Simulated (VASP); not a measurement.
A VASP calculation is set up with these files.

**INCAR**
```
SYSTEM = NaCl
PREC = Accurate
ENCUT = 500
EDIFF = 1E-6
NELM = 100
ALGO = Normal
LREAL = .FALSE.
LASPH = .TRUE.
ISMEAR = 0
SIGMA = 0.05
GGA = PE
LWAVE = .FALSE.
LCHARG = .FALSE.
IBRION = 2
ISIF = 3
NSW = 40
EDIFFG = -0.02
PSTRESS = 100
```

POSCAR:
```
NaCl
1
    0.0000000000     2.6276399291     2.6276399291
    2.6276399291     0.0000000000     2.6276399291
    2.6276399291     2.6276399291    -0.0000000000
Na Cl
1 1
Direct
  1.0000000000   1.0000000000   0.0000000000
  0.5000000000   0.5000000000   0.5000000000
```

### KPOINTS
```
Automatic mesh
0
G
 9 9 9
```

POTCAR, in this order: Na_pv Cl (PBE.64 set). Program: vasp_std.

Write an equivalent input for Quantum ESPRESSO's pw.x.

One equivalent input (not run):
```
&CONTROL
  calculation = 'vc-relax'
  pseudo_dir = './pseudo'
  outdir = './out'
  tprnfor = .true.
  tstress = .true.
  nstep = 40
  forc_conv_thr = 0.00078
/
&SYSTEM
  ibrav = 0
  nat = 2
  ntyp = 2
  ecutwfc = 88
  occupations = 'smearing'
  smearing = 'gaussian'
  degauss = 0.003675
  input_dft = 'pbe'
/
&ELECTRONS
  conv_thr = 7.3e-08
  electron_maxstep = 100
/
&IONS
/
&CELL
  press = 100
/
ATOMIC_SPECIES
  Na 22.990 Na.upf
  Cl 35.450 Cl.upf
CELL_PARAMETERS angstrom
     0.0000000    2.6276399    2.6276399
     2.6276399    0.0000000    2.6276399
     2.6276399    2.6276399   -0.0000000
ATOMIC_POSITIONS crystal
  Na   1.0000000  1.0000000  0.0000000
  Cl   0.5000000  0.5000000  0.5000000
K_POINTS automatic
  9 9 9 0 0 0
```
The two are equivalent in intent, not identical: the potentials are each code's own (VASP's PAW set, PseudoDojo norm-conserving files in pw.x), so ENCUT and ecutwfc are chosen apart and not converted; conv_thr bounds pw.x's estimated SCF error, while EDIFF bounds the energy change between steps; forc_conv_thr acts on force components and is met together with etot_conv_thr.

The compound is NaCl in the rock salt structure. It was relaxed first under an external pressure of 10 GPa.
